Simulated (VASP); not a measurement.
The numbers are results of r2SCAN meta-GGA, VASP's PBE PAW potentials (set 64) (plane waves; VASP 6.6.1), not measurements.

A VASP calculation is set up with these files.

**KPOINTS**
```
Automatic mesh
0
Gamma
6 6 6
0 0 0
```

INCAR:
```
EDIFF  =  1E-7   ! SCF stop (eV)
LMAXMIX  =  4
LREAL  =  F
ALGO  =  Normal   ! blocked Davidson
NELM  =  100   ! most electronic steps
LASPH  =  T   ! aspherical one-centre terms
LMIXTAU  =  T
NSW  =  40   ! most ionic steps
PREC  =  Accurate
IBRION  =  2   ! conjugate gradients
ENCUT  =  480
EDIFFG  =  -0.01   ! ionic stop
ISIF  =  3   ! ions, shape and volume
LWAVE  =  F
PSTRESS  =  150   ! kbar
METAGGA  =  R2SCAN
SIGMA  =  0.05
SYSTEM  =  SrTe
ISMEAR  =  0   ! Gaussian
LCHARG  =  F
```

File POSCAR:
```
SrTe
1.0
  0.0000000000   3.3552726750   3.3552726750
  3.3552726750   0.0000000000   3.3552726750
  3.3552726750   3.3552726750   0.0000000000
Sr Te
1 1
Cartesian
  0.0000000000   0.0000000000   0.0000000000
  3.3552726750   3.3552726750   3.3552726750
```

POTCAR, in this order: Sr_sv Te (PBE.64 set). Program: vasp_std.

Task: What will the output report for the number of irreducible k-points (NKPTS), number of bands (NBANDS), largest plane-wave count, number of space-group operations, FFT grid (NGX, NGY, NGZ)?

Result: 
```json
{
 "number of irreducible k-points (NKPTS)": "16",
 "number of bands (NBANDS)": "12",
 "largest_plane_wave_count": "1821",
 "number_of_space_group_operations": "48",
 "FFT grid (NGX, NGY, NGZ)": "36 × 36 × 36"
}
```

The compound is SrTe in the rock salt structure. This run relaxes it under an external pressure of 15 GPa. Symmetry was kept, so distortions that lower it aren't found.
